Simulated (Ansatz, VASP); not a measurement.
# Cross-check of BiN between VASP and Ansatz, part 2 of 2

Aim: how closely do two programs agree when they are given the same cell, functional and k mesh? The cell is invented: As first built, before any earlier steps moved the atoms (in the runner's words): it takes the GaN structure with some of its atoms replaced by other elements, volume scaled by an estimate. It may not be a known or stable phase. The cell is taken from a series of VASP runs on this material, whose earlier steps may have relaxed, scaled or displaced it; both programs get it as it stands.

VASP 6.6.1 and Ansatz 0.2.0.

So far: The starting structure; Ansatz: band structure, HSE06, spin-orbit coupling.

## 3. VASP: band structure, HSE06, spin-orbit coupling

Level of this step: HSE06, spin-orbit coupling; plane waves and PAW (Bi_d, N); invented cell (VASP).

The same cell, functional, mesh and smearing now go to VASP, with its own data sets and cutoff.

Lines of VASP's logs that name or quote its potential files are left out, and so is its time.

The run reads the wave functions of an earlier VASP run, which isn't shown here.

Input file INCAR:

```
SYSTEM = BiN
PREC = Accurate
ENCUT = 520
EDIFF = 1E-06
NELM = 100
ISMEAR = 0
SIGMA = 0.02
LREAL = .FALSE.
ALGO = Normal
LHFCALC = .TRUE.
AEXX = 0.25
GGA = PE
HFSCREEN = 0.2
LASPH = .TRUE.
LNONCOLLINEAR = .TRUE.
MAGMOM = 0 0 0 0 0 0
NBANDS = 32
GGA_COMPAT = .FALSE.
LSORBIT = .TRUE.
PRECFOCK = Fast
LORBIT = 11
LWAVE = .FALSE.
LCHARG = .FALSE.
KPAR = 4
```

Input file POSCAR:

```
BiN
1.0
    0.0000000000      2.7780454068      2.7780454068
    2.7780454068      0.0000000000      2.7780454068
    2.7780454068      2.7780454068      0.0000000000
Bi N
1 1
Direct
    0.0000000000      0.0000000000      0.0000000000
    0.2500000000      0.2500000000      0.2500000000
```

Input file KPOINTS:

```
Automatic mesh
0
Gamma
4 4 4
0 0 0
```

Input file KPOINTS_OPT:

```
Line mode
6
Line-mode
Reciprocal
  0.00000000   0.00000000   0.00000000 GAMMA
  0.50000000   0.00000000   0.50000000 X

  0.50000000   0.00000000   0.50000000 X
  0.50000000   0.25000000   0.75000000 W

  0.50000000   0.25000000   0.75000000 W
  0.37500000   0.37500000   0.75000000 K

  0.37500000   0.37500000   0.75000000 K
  0.00000000   0.00000000   0.00000000 GAMMA

  0.00000000   0.00000000   0.00000000 GAMMA
  0.50000000   0.50000000   0.50000000 L

  0.50000000   0.50000000   0.50000000 L
  0.62500000   0.25000000   0.62500000 U

  0.62500000   0.25000000   0.62500000 U
  0.50000000   0.25000000   0.75000000 W

  0.50000000   0.25000000   0.75000000 W
  0.50000000   0.50000000   0.50000000 L

  0.50000000   0.50000000   0.50000000 L
  0.37500000   0.37500000   0.75000000 K

  0.62500000   0.25000000   0.62500000 U
  0.50000000   0.00000000   0.50000000 X
```

PAW data sets: Bi_d and N (PBE family, release 64).

Run with:

```console
mpirun -np 4 vasp_ncl
```

Numbers of over 12 decimals in the logs are rounded to 6 here.

What it wrote:

```text
[banner, memory and clock lines left out]
running    4 mpi-ranks, on    1 nodes
 distrk:  each k-point on    1 cores,    4 groups
 distr:  one band on    1 cores,    1 groups

 POSCAR found type information on POSCAR BiN
 POSCAR found :  2 types and       2 ions
 LDA part: xc-table for (Slater+PW92), standard interpolation
 found WAVECAR, reading the header
 POSCAR, INCAR and KPOINTS ok, starting setup
 FFT: planning ... GRIDC
 FFT: planning ... GRID_SOFT
 FFT: planning ... GRID
 reading WAVECAR
 the WAVECAR file was read successfully
 initial charge from wavefunction
 entering main loop
       N       E                     dE             d eps       ncg     rms          rms(c)
DAV:   1    -0.133435224452E+02   -0.13344E+02   -0.48905E-01   728   0.712E+00    0.493E-01
DAV:   2    -0.133531905888E+02   -0.96681E-02   -0.41909E-02   768   0.140E+00    0.321E-01
DAV:   3    -0.133524718296E+02    0.71876E-03   -0.24527E-03   984   0.380E-01    0.191E-01
DAV:   4    -0.133522895585E+02    0.18227E-03   -0.36048E-04   832   0.137E-01    0.113E-01
DAV:   5    -0.133522168138E+02    0.72745E-04   -0.10694E-04   864   0.793E-02    0.613E-02
DAV:   6    -0.133522028290E+02    0.13985E-04   -0.32839E-05   760   0.396E-02    0.353E-02
DAV:   7    -0.133521998930E+02    0.29360E-05   -0.89474E-06   808   0.228E-02    0.219E-02
DAV:   8    -0.133522012247E+02   -0.13317E-05   -0.33754E-06   664   0.153E-02    0.134E-02
DAV:   9    -0.133522023829E+02   -0.11582E-05   -0.10657E-06   624   0.891E-03    0.816E-03
DAV:  10    -0.133522033245E+02   -0.94157E-06   -0.30766E-07   416   0.567E-03
   1 F= -.13352203E+02 E0= -.13352203E+02  d E =-.179045E-16  mag=     0.0000     0.0000     0.0000
 Start KPOINTS_OPT (optional k-point list driver)
k-point batch [1-10\60]
       N       E                     dE             ncg
DAV:   1     0.494720817535E+03   -0.40897E+04      656
DAV:   2    -0.172417437562E+04   -0.22189E+04      648
DAV:   3    -0.200437786260E+04   -0.28020E+03      760
DAV:   4    -0.202036377477E+04   -0.15986E+02      728
DAV:   5    -0.202096965823E+04   -0.60588E+00     1008
DAV:   6    -0.202097935538E+04   -0.96972E-02      872
DAV:   7    -0.202097958302E+04   -0.22764E-03     1016
DAV:   8    -0.202097958636E+04   -0.33413E-05      816
DAV:   9    -0.202097958643E+04   -0.70307E-07      560
[...]
k-point batch [51-60\60]
       N       E                     dE             ncg
DAV:   1     0.490817710320E+03   -0.64852E+04      648
DAV:   2    -0.174356531312E+04   -0.22344E+04      648
DAV:   3    -0.203131044308E+04   -0.28775E+03      752
DAV:   4    -0.204814514447E+04   -0.16835E+02      744
DAV:   5    -0.204875498055E+04   -0.60984E+00     1016
DAV:   6    -0.204876585160E+04   -0.10871E-01      864
DAV:   7    -0.204876604447E+04   -0.19286E-03     1008
DAV:   8    -0.204876604781E+04   -0.33413E-05      784
DAV:   9    -0.204876604789E+04   -0.76865E-07      544
```

Parts of OUTCAR (step 3):

```text
ion  position               nearest neighbor table
   1  0.000  0.000  0.000-   2 2.41   2 2.41   2 2.41   2 2.41
   2  0.250  0.250  0.250-   1 2.41   1 2.41   1 2.41   1 2.41

  LATTYP: Found a face centered cubic cell.
 ALAT       =     5.5560908136

 Subroutine GETGRP returns: Found 24 space group operations
 (whereof 24 operations were pure point group operations)

The static configuration has the point symmetry T_d .

 Found     10 irreducible k-points:

   k-points           NKPTS =     10   k-points in BZ     NKDIM =     64   number of bands    NBANDS=     32

   dimension x,y,z NGX =    30 NGY =   30 NGZ =   30
   dimension x,y,z NGXF=    60 NGYF=   60 NGZF=   60

   ENCUT  =  520.0 eV  38.22 Ry    6.18 a.u.   7.30  7.30  7.30*2*pi/ulx,y,z

   NELECT =      20.0000    total number of electrons

 k-points in reciprocal lattice and weights: Automatic mesh
   0.00000000  0.00000000  0.00000000       0.016
   0.25000000  0.00000000  0.00000000       0.062
  -0.25000000  0.00000000  0.00000000       0.062
   0.50000000  0.00000000  0.00000000       0.062
   0.25000000  0.25000000  0.00000000       0.094
   0.50000000  0.25000000  0.00000000       0.188
   0.50000000 -0.25000000  0.00000000       0.188
  -0.25000000  0.25000000  0.00000000       0.188
   0.50000000  0.50000000  0.00000000       0.047
  -0.25000000  0.50000000  0.25000000       0.094

  exchange ACFDT corr.  =         0.00000000  see jH, gK, PRB 81, 115126

 average (electrostatic) potential at core
       1 -98.7896       2 -57.5877

 E-fermi :   6.3346

 k-point     1 :       0.0000    0.0000    0.0000
  band No.  band energies     occupation
    ...
     16       3.1058      1.00000
     17       3.6029      1.00000
     18       3.6029      1.00000
     19       3.6029      1.00000
     20       3.6029      1.00000
     21       7.7821      0.00000
     22       7.7821      0.00000
     23      10.3382      0.00000
     24      10.3382      0.00000
     25      10.3382      0.00000
    ...

 k-point     2 :       0.2500    0.0000    0.0000
  band No.  band energies     occupation
    ...
     16       2.5902      1.00000
     17       3.1601      1.00000
     18       3.1793      1.00000
     19       3.2798      1.00000
     20       3.2798      1.00000
     21       8.2619      0.00000
     22       8.2619      0.00000
     23       9.6385      0.00000
     24       9.6385      0.00000
     25      10.7860      0.00000
    ...

 k-point     3 :      -0.2500    0.0000    0.0000
  band No.  band energies     occupation
    ...
     16       2.5902      1.00000
     17       3.1601      1.00000
     18       3.1793      1.00000
     19       3.2798      1.00000
     20       3.2798      1.00000
     21       8.2619      0.00000
     22       8.2619      0.00000
     23       9.6385      0.00000
     24       9.6385      0.00000
     25      10.7860      0.00000
    ...

  energy-cutoff  :      520.00
  volume of cell :       42.88
      direct lattice vectors                 reciprocal lattice vectors
     0.000000000  2.778045407  2.778045407    -0.179982659  0.179982659  0.179982659
     2.778045407  0.000000000  2.778045407     0.179982659 -0.179982659  0.179982659
     2.778045407  2.778045407  0.000000000     0.179982659  0.179982659 -0.179982659

 POSITION                                       TOTAL-FORCE (eV/Angst)
 -----------------------------------------------------------------------------------
      0.00000      0.00000      0.00000         0.000000      0.000000      0.000000
      1.38902      1.38902      1.38902        -0.000000     -0.000000     -0.000000
 -----------------------------------------------------------------------------------
    total drift:                                0.000003      0.000001     -0.000000

  FREE ENERGIE OF THE ION-ELECTRON SYSTEM (eV)
  ---------------------------------------------------
  free  energy   TOTEN  =       -13.3522033245 eV

  energy  without entropy=      -13.3522033245  energy(sigma->0) =      -13.35220332

 Spin-Orbit-Coupling matrix elements
 Ion:    1  E_soc:     -1.1574992
 Ion:    2  E_soc:     -0.0021015

 total charge
# of ion       s       p       d       tot
------------------------------------------
    1        1.644   1.067   9.978  12.689
    2        1.333   2.208   0.000   3.541
--------------------------------------------------
tot          2.977   3.275   9.978  16.230

 magnetization (x)
# of ion       s       p       d       tot
------------------------------------------
    1        0.000   0.000  -0.000   0.000
    2       -0.000  -0.000   0.000  -0.000
--------------------------------------------------
tot         -0.000  -0.000  -0.000  -0.000

 magnetization (y)
# of ion       s       p       d       tot
------------------------------------------
    1        0.000  -0.000  -0.000  -0.000
    2        0.000   0.000   0.000   0.000
--------------------------------------------------
tot          0.000  -0.000  -0.000  -0.000

 magnetization (z)
# of ion       s       p       d       tot
------------------------------------------
    1       -0.000   0.000   0.000  -0.000
    2       -0.000  -0.000   0.000  -0.000
--------------------------------------------------
tot         -0.000  -0.000   0.000  -0.000

[... 3 further parts left out ...]
```

## 4. Comparison

Known differences besides the potentials themselves: spin-orbit coupling enters by fully relativistic files in Ansatz and inside the spheres in VASP; exact exchange at q = 0 is treated differently, which shows on coarse meshes; VASP keeps PBE cores, Ansatz makes them for the functional; the cutoff is 420 eV in Ansatz and 520 eV in VASP; VASP takes a coarser grid for exact exchange (PRECFOCK = Fast). Total energies have different zeros and are not compared.

Levels from 3 eV below to 2 eV above the Fermi level differ by 70 meV r.m.s. and 232 meV at most; each VASP level is matched to the nearest of Ansatz, which flatters the figure a little.

## 5. Results

| Quantity | Value |
| --- | --- |
| r.m.s. difference of levels near the Fermi level (band structure, HSE06, spin-orbit coupling) | 70 meV |

In words: The r.m.s. difference of levels near the Fermi level is 70 meV (band structure, HSE06, spin-orbit coupling), within the 80 meV picked in this series as the mark of a large difference. How closely two codes agree says nothing of how well the functional describes the real material.

[Lines on the potential files, build, host, timing and source positions are cut from VASP's logs without a mark.]

[Logs are printed without paths, hosts, clocks, repeated set-up lines and the standing remarks that a program may print on its own settings, such as how far it seeks lower states.]

[Hosts, paths, dates, database ids (printed as entryN), source tags and the programs' standing remarks are cut or masked in the printed files.]
